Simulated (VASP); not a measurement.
Consider the following.

```yaml
crystal:
  lattice:
    - [4.67676, 0.00000, 0.00000]
    - [-2.33838, 4.05019, 0.00000]
    - [0.00000, 0.00000, 7.47940]
  atoms:
    - { symbol: Sm, position: [0.00000, 0.00000, 0.50000] }
    - { symbol: Sm, position: [0.00000, 0.00000, 0.00000] }
    - { symbol: Sn, position: [0.66667, 0.33333, 0.75000] }
    - { symbol: Sn, position: [0.33333, 0.66667, 0.25000] }
    - { symbol: Au, position: [0.66667, 0.33333, 0.25000] }
    - { symbol: Au, position: [0.33333, 0.66667, 0.75000] }
```

Computed with PBEsol GGA, VASP's PBE PAW potentials (set 64) (plane waves; VASP). Run with 400 eV cut-off, 9×9×5 Γ-centred mesh, tetrahedra with Blöchl corrections, potentials Sm_3 Sn_d Au.

The 4f electrons are frozen in the core of the lanthanide potential, so 4f levels, which can set the real gap, and their magnetism are missing.  Unless said otherwise, spin-orbit coupling is left out, though it shifts the bands of the heavy elements here.

Task: Predict the energy per atom (σ→0), band gap (on the k-mesh) with the smallest direct gap where there is one.

Result: 
```json
{
  "band gap (on the k-mesh)": "none (metal, semimetal or under 0.01 eV)",
  "energy per atom (σ→0)": "-5.227 eV/atom"
}
```

Only differences to runs with the same potentials and settings are physical.

The structure comes from a computed database's SmSnAu entry (P6_3/mmc); how it stands against other phases isn't given here. It was relaxed first, which changed the volume by -6 %.
